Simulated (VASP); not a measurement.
Calculation: revPBE GGA, VASP's PBE PAW potentials (set 64) (plane waves; VASP).

Input for VASP

File KPOINTS:
```
Automatic mesh
0
Gamma
7 7 7
0 0 0
```

**POSCAR**
```
InAs
1.0
  0.0000000000   3.0300000000   3.0300000000
  3.0300000000   0.0000000000   3.0300000000
  3.0300000000   3.0300000000   0.0000000000
In As
1 1
Direct
  0.0000000000   0.0000000000   0.0000000000
  0.2500000000   0.2500000000   0.2500000000
```

### INCAR
```
# general
SYSTEM  = InAs
PREC    = Accurate
ENCUT   = 520
LREAL   = .FALSE.
LASPH   = .TRUE.   # aspherical one-centre terms

# electronic loop
EDIFF   = 1E-6
NELM    = 100
ALGO    = Normal
LMAXMIX = 4   # l cut-off of mixed one-centre charges

# smearing
ISMEAR  = 0   # Gaussian
SIGMA   = 0.05

# functional
GGA     = RE   # revPBE

# ions
IBRION  = 2
NSW     = 60   # most ionic steps
ISIF    = 3
EDIFFG  = -0.01

# output
LWAVE   = .FALSE.
LCHARG  = .FALSE.
```

POTCAR, in this order: In_d As (PBE.64 set). Program: vasp_std.

The run wrote:

### OSZICAR
```
       N       E                     dE             d eps       ncg     rms          rms(c)
DAV:   1     0.117357631742E+03    0.11736E+03   -0.86452E+03   520   0.150E+03
DAV:   2     0.131941439651E+01   -0.11604E+03   -0.11256E+03   525   0.331E+02
DAV:   3    -0.709319392931E+01   -0.84126E+01   -0.83520E+01   690   0.928E+01
DAV:   4    -0.730985528574E+01   -0.21666E+00   -0.21654E+00   600   0.167E+01
DAV:   5    -0.731802024645E+01   -0.81650E-02   -0.81648E-02   764   0.284E+00    0.446E+00
DAV:   6    -0.708302987716E+01    0.23499E+00   -0.42921E-01   783   0.120E+01    0.257E+00
DAV:   7    -0.706536719848E+01    0.17663E-01   -0.14628E-01   751   0.364E+00    0.770E-01
DAV:   8    -0.706900314494E+01   -0.36359E-02   -0.15149E-02   580   0.176E+00    0.192E-01
DAV:   9    -0.707024042350E+01   -0.12373E-02   -0.17247E-03   625   0.452E-01    0.107E-01
DAV:  10    -0.707048070426E+01   -0.24028E-03   -0.27992E-04   638   0.225E-01    0.684E-02
DAV:  11    -0.707059775509E+01   -0.11705E-03   -0.39464E-04   560   0.176E-01    0.510E-02
DAV:  12    -0.707059955658E+01   -0.18015E-05   -0.15341E-05   560   0.335E-02    0.151E-02
DAV:  13    -0.707060071288E+01   -0.11563E-05   -0.50558E-06   630   0.179E-02    0.598E-03
DAV:  14    -0.707060102463E+01   -0.31176E-06   -0.37502E-07   400   0.516E-03
   1 F= -.70706010E+01 E0= -.70704886E+01  d E =-.707060E+01
       N       E                     dE             d eps       ncg     rms          rms(c)
DAV:   1    -0.922632134578E+01   -0.21557E+01   -0.63524E+01   660   0.192E+02    0.826E+00
DAV:   2    -0.751849386624E+01    0.17078E+01   -0.34254E+00   620   0.402E+01    0.360E+00
DAV:   3    -0.714007113702E+01    0.37842E+00   -0.13960E+00   665   0.239E+01    0.122E+00
DAV:   4    -0.713738069090E+01    0.26904E-02   -0.56930E-02   575   0.293E+00    0.757E-01
DAV:   5    -0.713312166051E+01    0.42590E-02   -0.35248E-03   642   0.630E-01    0.485E-01
DAV:   6    -0.713234933048E+01    0.77233E-03   -0.23926E-03   605   0.555E-01    0.510E-02
DAV:   7    -0.713238364020E+01   -0.34310E-04   -0.37659E-04   678   0.395E-01    0.570E-02
DAV:   8    -0.713238550374E+01   -0.18635E-05   -0.15415E-04   575   0.219E-01    0.857E-03
DAV:   9    -0.713239034346E+01   -0.48397E-05   -0.63624E-06   655   0.233E-02    0.618E-03
DAV:  10    -0.713239109897E+01   -0.75551E-06   -0.27048E-06   587   0.168E-02
   2 F= -.71323911E+01 E0= -.71322787E+01  d E =-.617901E-01
       N       E                     dE             d eps       ncg     rms          rms(c)
DAV:   1    -0.731021506301E+01   -0.17782E+00   -0.42323E+00   665   0.410E+01    0.268E+00
DAV:   2    -0.716466251926E+01    0.14555E+00   -0.32637E-01   625   0.144E+01    0.933E-01
DAV:   3    -0.714117785491E+01    0.23485E-01   -0.72060E-02   665   0.581E+00    0.530E-01
DAV:   4    -0.714100987824E+01    0.16798E-03   -0.26417E-03   535   0.511E-01    0.368E-01
DAV:   5    -0.714078861934E+01    0.22126E-03   -0.40819E-04   620   0.212E-01    0.136E-01
DAV:   6    -0.714082050644E+01   -0.31887E-04   -0.18229E-04   773   0.163E-01    0.361E-02
DAV:   7    -0.714081131408E+01    0.91924E-05   -0.19521E-05   594   0.673E-02    0.335E-03
DAV:   8    -0.714081156003E+01   -0.24594E-06   -0.19630E-06   531   0.228E-02
   3 F= -.71408116E+01 E0= -.71406991E+01  d E =-.702105E-01
```

**OUTCAR**
```
------------------------ aborting loop because EDIFF is reached ----------------------------------------
  FORCE on cell =-STRESS in cart. coord.  units (eV):
  Direction    XX          YY          ZZ          XY          YZ          ZX
  --------------------------------------------------------------------------------------
  Total        0.0128231      0.0128231      0.0128231      0.0000000      0.0000000      0.0000000
  in kB        0.3385841      0.3385841      0.3385841      0.0000000      0.0000000      0.0000000
  external PRESSURE =       0.3385841 kB  Pullay stress =       0.0000000 kB
  volume of cell :       60.68
      direct lattice vectors                 reciprocal lattice vectors
     0.000000000  3.118903952  3.118903952    -0.160312728  0.160312728  0.160312728
     3.118903952 -0.000000000  3.118903952     0.160312728 -0.160312728  0.160312728
     3.118903952  3.118903952 -0.000000000     0.160312728  0.160312728 -0.160312728
  FREE ENERGIE OF THE ION-ELECTRON SYSTEM (eV)
  ---------------------------------------------------
  free  energy   TOTEN  =        -7.1408115600 eV

  energy  without entropy=       -7.1405866878  energy(sigma->0) =       -7.14069912

 reached required accuracy - stopping structural energy minimisation
```
(Selected blocks of OUTCAR.)

File CONTCAR:
```
InAs
   1.00000000000000
     0.0000000000000000    3.1189039520690911    3.1189039520690911
     3.1189039520690911   -0.0000000000000000    3.1189039520690911
     3.1189039520690911    3.1189039520690911   -0.0000000000000000
  In              As
     1     1
Direct
     0.0000000000000000    0.0000000000000000    0.0000000000000000
     0.2500000000000000    0.2500000000000000    0.2500000000000000
```

Energy and stress use the plane-wave basis of the starting cell.

The compound is InAs in the zinc blende structure. This run relaxes it. Symmetry was kept, so distortions that lower it aren't found.
